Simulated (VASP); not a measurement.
Given:

```xyz
5
Lattice="4.0500 0.0000 0.0000 0.0000 4.0500 0.0000 0.0000 0.0000 4.0500" Properties=species:S:1:pos:R:3 pbc="T T T"
K      0.0000     0.0000     0.0000
Zn     2.0250     2.0250     2.0250
F      2.0250     0.0000     2.0250
F      0.0000     2.0250     2.0250
F      2.0250     2.0250     0.0000
```

These are LDA (Ceperley-Alder, Perdew-Zunger), VASP's LDA PAW potentials (set 64) (plane waves; VASP) values and carry that method's errors. Numerical set-up: 400 eV cut-off, 4×4×4 Γ-centred mesh, Fermi-Dirac smearing of 0.050 eV, potentials K_sv Zn F.

At this cut-off the stress carries a Pulay error, which pulls relaxed volumes low.

**Question.** Estimate the energy per atom (σ→0), pressure.

**Answer.** 
```yaml
energy per atom (σ→0): -4.622 eV/atom
pressure: -12.60 GPa
```

The absolute energy has meaning only against runs of the same code, potentials and settings.

The structure is a typed KZnF3 crystal. The cell was not relaxed at this level.
